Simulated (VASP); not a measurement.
SrTiO$_{3}$ (cubic perovskite): the LDA gap over mesh and path against the volume, with the cell scaled uniformly; LDA's own equilibrium is at 11.514 Å³/atom. VASP (PAW), 520 eV cut-off, 7×7×7 Γ-centred mesh, Gaussian smearing of 0.050 eV, potentials Sr_sv Ti_sv O.  Fit the value as a straight line in ln V.

```csv
V (Å³/atom),LDA gap over mesh and path (eV)
10.132,1.994
10.478,1.949
10.823,1.903
11.169,1.855
11.514,1.807
11.859,1.757
```

Question: Fit the rows as the text says and predict the value at 12.205.

Answer: The slope against ln V is -1.50 eV, the volume deformation potential of this gap. The line misses the rows by up to 0.005 and gives 1.718 at 12.205. The run gave 1.708, -0.010 from the line.

Left out are failed runs and those whose mesh is unfit for this quantity.

The compound is SrTiO3 in the cubic perovskite structure, the ideal cubic form; the compound distorts at low or room temperature.
